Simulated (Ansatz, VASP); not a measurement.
# NaLa in VASP and in Ansatz

INCAR

```
PREC = Accurate
ENCUT = 520
EDIFF = 1E-6
ISMEAR = -1
SIGMA = 0.05
LREAL = F
LASPH = T
NELM = 100
ALGO = Normal
ISIF = 2
LWAVE = F
LCHARG = F
GGA = PE
NBANDS = 16
```

Contents of KPOINTS:

```
regular mesh
0
Gamma
  7 7 4
```

File POSCAR:

```
NaLa
1.0
    3.6062507687      0.0000000000      0.0000000000
   -1.8031253843      3.1231047781      0.0000000000
    0.0000000000      0.0000000000      6.4837820000
La Na
1 1
Direct
    0.3333333333      0.6666666667      0.5000000000
    0.0000000000      0.0000000000      0.0000000000
```

input.yaml

```yaml
crystal:
  lattice:
    - [3.6062507687, 0.0, 0.0]
    - [-1.8031253843, 3.1231047781, 0.0]
    - [0.0, 0.0, 6.483782]
  atoms:
    - { symbol: La, position: [0.3333333333, 0.6666666667, 0.5] }
    - { symbol: Na, position: [0.0, 0.0, 0.0] }
hamiltonian:
  xc: pbe
  pseudopotentials: { kind: paw }
kpoints:
  mp_grid: { grid: [7, 7, 4] }
scf:
  occupations: { method: fermi_dirac, width: 0.05 }
output:
  forces: true
  stress: true
  eigenvalues: true
```

The cell comes from a database or a generator and needn't be the stable form of this composition.

Alike in both runs: task single point; functional PBE; k mesh 7 × 7 × 4; occupations fermi-dirac, width 0.05 eV; no spin polarisation.

|  | VASP | Ansatz |
| --- | --- | --- |
| version | VASP 6.6.1 | Ansatz 0.2.0 |
| potentials or method | VASP PAW PBE potentials, release 64 (La, Na_pv) | Ansatz PAW |
| plane-wave cutoff (eV) | 520 | 420 |
| valence electrons in the cell | 18 | 20 |

Ansatz gave:

```
gap on the k mesh at the Fermi level (eV)       : none
pressure (GPa)                                  : -0.2
largest component of the traceless stress (GPa) : 0.40
```

Q: Estimate VASP's values.

A: gap on the k mesh at the Fermi level (eV): none; pressure (GPa): -0.2; largest component of the traceless stress (GPa): 0.39.

A gap of «none» marks a metal or a gap that the smearing closes. The two sets of potentials don't hold the same shells in valence.

Spin-orbit coupling is left out, which matters for the levels of La.
